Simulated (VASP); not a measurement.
Level of theory: PBEsol GGA, VASP's PBE PAW potentials (set 64) (plane waves; VASP).

A VASP calculation is set up with these files.

**POSCAR**
```
MgSe
1
   -0.0000000000     2.5918263469     2.5918263469
    2.5918263469     0.0000000000     2.5918263469
    2.5918263469     2.5918263469     0.0000000000
Mg Se
1 1
Direct
  1.0000000000   1.0000000000   1.0000000000
  0.2500000000   0.2500000000   0.2500000000
```

**KPOINTS**
```
K-points
0
Gamma
 9 9 9
0 0 0
```

**INCAR**
```
SYSTEM = MgSe
PREC = Accurate
ENCUT = 500
EDIFF = 1E-6
NELM = 100
ALGO = Normal
LREAL = .FALSE.
LASPH = .TRUE.
ISMEAR = 0
SIGMA = 0.05
GGA = PS
LMAXMIX = 4
LWAVE = .FALSE.
LCHARG = .FALSE.
IBRION = 2
ISIF = 3
NSW = 40
EDIFFG = -0.02
PSTRESS = 450
```

POTCAR, in this order: Mg Se (PBE.64 set). Program: vasp_std.

**Question.** What will the output report for the number of irreducible k-points (NKPTS), largest plane-wave count, number of space-group operations, FFT grid (NGX, NGY, NGZ)?

**Answer.** 
| Quantity | Value |
|---|---|
| number of irreducible k-points (NKPTS) | 35 |
| largest plane-wave count | 903 |
| number of space-group operations | 24 |
| FFT grid (NGX, NGY, NGZ) | 28 × 28 × 28 |

The structure was generated: MgSe was put into the zinc blende type (F-43m), which need not be its known phase. It was relaxed first under an external pressure of 45 GPa.
